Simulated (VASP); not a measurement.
Input:

```
VO
1.0
    2.69580     0.00000     0.00000
   -1.34790     2.33463     0.00000
    0.00000     0.00000     6.15864
V O
2 2
Cartesian
  0.00000   1.55642   0.20754
  1.34790   0.77821   3.28686
  0.00000   1.55642   2.10195
  1.34790   0.77821   5.18127
```

The numbers are results of LDA (Ceperley-Alder, Perdew-Zunger), VASP's LDA PAW potentials (set 64) (plane waves; VASP 6.6.1), not measurements. Run with 520 eV cut-off, 15×15×6 Γ-centred mesh, tetrahedra with Blöchl corrections, potentials V_sv O.

The cores are frozen, which limits the accuracy of field gradients.

Q: Give the principal components of the electric field gradient (V/Å²) and the asymmetry η at each nucleus.

A: 
```tsv
atom	Vxx	Vyy	Vzz	η
V1	16.6	16.6	-33.3	0.00
V2	16.6	16.6	-33.3	0.00
O3	-2.2	-2.2	4.5	0.00
O4	-2.2	-2.2	4.5	0.00
```

The structure was generated: VO was put into the wurtzite type (P6_3mc), which need not be its known phase. It was relaxed first, which changed the volume by -40 %. The run is not spin-polarised, so no magnetic state was tried.
